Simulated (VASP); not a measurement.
Here is the system:

```xyz
2
Lattice="3.0090 0.0000 0.0000 0.0000 3.0090 0.0000 0.0000 0.0000 4.0410" Properties=species:S:1:pos:R:3 pbc="T T T"
Hg     0.0225    -0.0054     0.0146
Ti     1.4820     1.5099     2.0059
```

These are PBEsol GGA, VASP's PBE PAW potentials (set 64) (plane waves; VASP) values and carry that method's errors. Numerical set-up: 300 eV cut-off, 9×9×7 Γ-centred mesh, Gaussian smearing of 0.050 eV, potentials Hg Ti_sv.

At this cut-off the stress carries a Pulay error, which pulls relaxed volumes low. Energy and stress use the plane-wave basis of the starting cell.

**Question.** The ions, cell shape and volume are relaxed. What does this cell relax into?

**Answer.** 
```xyz
2
Lattice="3.0173 -0.0001 -0.0001 -0.0001 3.0173 0.0000 -0.0001 0.0000 3.9264" Properties=species:S:1:pos:R:3 pbc="T T T"
Hg     3.0167     0.0001     3.9262
Ti     1.5090     1.5085     1.9633
```
Space group P4/mmm (123), at a tolerance of 0.03 Å.

**Question.** How do energy and volume change from the first to the last step?

**Answer.** The energy (σ→0) changes by -7.7 meV/atom and the volume by -2.3 %, in 23 ionic steps.

| step | E(σ→0) (eV) | max force (eV/Å) | pressure (GPa) | volume (Å³) |
|---|---|---|---|---|
| 1 | -9.1408 | 0.197 | -2.76 | 36.59 |
| 2 | -9.1448 | 0.151 | 2.96 | 34.94 |
| 3 | -9.1505 | 0.174 | 0.36 | 35.64 |
| 4 | -9.1531 | 0.102 | 0.26 | 35.66 |
| 5 | -9.1547 | 0.044 | 0.12 | 35.71 |
| 6 | -9.1547 | 0.039 | 0.09 | 35.70 |
| 7 | -9.1550 | 0.020 | -0.13 | 35.77 |
| 8 | -9.1551 | 0.008 | -0.27 | 35.82 |
| 9 | -9.1553 | 0.008 | -0.13 | 35.77 |
| 10 | -9.1554 | 0.017 | 0.02 | 35.73 |
| 11 | -9.1555 | 0.036 | 0.34 | 35.64 |
| 12 | -9.1555 | 0.022 | 0.14 | 35.70 |
| 13 | -9.1557 | 0.025 | 0.09 | 35.72 |
| 14 | -9.1561 | 0.033 | -0.04 | 35.75 |
| 15 | -9.1560 | 0.030 | -0.03 | 35.74 |
| 16 | -9.1561 | 0.021 | 0.02 | 35.73 |
| 17 | -9.1562 | 0.004 | 0.08 | 35.71 |
| 18 | -9.1562 | 0.004 | 0.11 | 35.71 |
| 19 | -9.1562 | 0.011 | 0.09 | 35.72 |
| 20 | -9.1562 | 0.006 | 0.09 | 35.72 |
| 21 | -9.1562 | 0.005 | 0.10 | 35.72 |
| 22 | -9.1562 | 0.004 | -0.11 | 35.78 |
| 23 | -9.1562 | 0.003 | -0.01 | 35.75 |

The structure comes from a measured TiHg entry of the Crystallography Open Database, whose conditions weren't checked. In the starting cell atoms are displaced from their ideal sites. This run relaxes it. The run is one of a series of settings (EDIFFG = -0.01, IBRION = 2, ISIF = 3, NSW = 50 against the base run), some of them coarse on purpose.
